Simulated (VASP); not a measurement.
Input:

```yaml
crystal:
  lattice:
    - [4.06106, 2.02633, 2.02633]
    - [2.02633, 4.06106, 2.02633]
    - [2.02633, 2.02633, 4.06106]
  atoms:
    - { symbol: Ni, position: [0.00000, 0.00000, 0.00000], spin: 1.4 }
    - { symbol: Ni, position: [0.50000, 0.50000, 0.50000], spin: -1.4 }
    - { symbol: O, position: [0.25000, 0.25000, 0.25000] }
    - { symbol: O, position: [0.75000, 0.75000, 0.75000] }
```

The numbers are results of PBE GGA, VASP's PBE PAW potentials (set 64) (plane waves; VASP 6.6.1), not measurements. Numerical set-up: 600 eV cut-off, 8×8×8 Γ-centred mesh, Gaussian smearing of 0.050 eV, potentials Ni O.

Task: Estimate the cell moment, energy per atom (σ→0), pressure.

Result: 
cell moment: 0.00 μB
energy per atom (σ→0): -561.6 kJ/mol of atoms
pressure: 21.77 GPa

Task: Give the moment on each site (PAW-sphere projection).

Result: 
| site | moment (μB) |
|---|---|
| Ni1 | 1.29 |
| Ni2 | -1.29 |
| O3 | 0.00 |
| O4 | 0.00 |

Only differences to runs with the same potentials and settings are physical.

The compound is NiO in the rock salt, AFM-II order structure. This cell was strained or had an atom moved on purpose.
